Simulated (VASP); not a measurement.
Elastic constants (GPa) of a crystal from PBEsol GGA, VASP's PBE PAW potentials (set 64) in VASP:

```json
[
 {"": "xx", "xx": "666.3", "yy": "221.2", "zz": "164.4", "yz": "0.0", "xz": "0.0", "xy": "0.0"},
 {"": "yy", "xx": "221.2", "yy": "666.3", "zz": "164.4", "yz": "0.0", "xz": "0.0", "xy": "0.0"},
 {"": "zz", "xx": "164.4", "yy": "164.4", "zz": "853.6", "yz": "0.0", "xz": "0.0", "xy": "0.0"},
 {"": "yz", "xx": "0.0", "yy": "0.0", "zz": "0.0", "yz": "254.0", "xz": "0.0", "xy": "0.0"},
 {"": "xz", "xx": "0.0", "yy": "0.0", "zz": "0.0", "yz": "0.0", "xz": "254.0", "xy": "0.0"},
 {"": "xy", "xx": "0.0", "yy": "0.0", "zz": "0.0", "yz": "0.0", "xz": "0.0", "xy": "222.5"}
]
```

Finite-difference elastic constants of metals are sensitive to mesh and smearing; shear constants can be off by tens of GPa.

Question: Work out the Voigt, Reuss and Hill moduli, Young's modulus and Poisson's ratio.

Answer: All eigenvalues are positive (smallest 222.5 GPa), so the crystal is stable. K_V = (C11+C22+C33+2(C12+C13+C23))/9 = (2186.2 + 2×550.0)/9 = 365.1 GPa; G_V = (2186.2 − 550.0 + 3×730.5)/15 = 255.2 GPa. From the compliances, K_R = 363.2 GPa and G_R = 250.3 GPa. Hill: K = 364.2 GPa, G = 252.7 GPa, E = 9KG/(3K+G) = 615.8 GPa, ν = (3K−2G)/(2(3K+G)) = 0.218. K/G = 1.44, below Pugh's 1.75; universal anisotropy A^U = 0.10.

Question: With a density of 15.19 g/cm³, what are the mean sound speeds?

Answer: v_l = √((K+4G/3)/ρ) = 6.79 km/s and v_t = √(G/ρ) = 4.08 km/s. The crystal is TaN (space group P-6m2), hexagonal.

The structure comes from a measured TaN entry (P-6m2) of the Crystallography Open Database, whose conditions weren't checked. It was relaxed first.
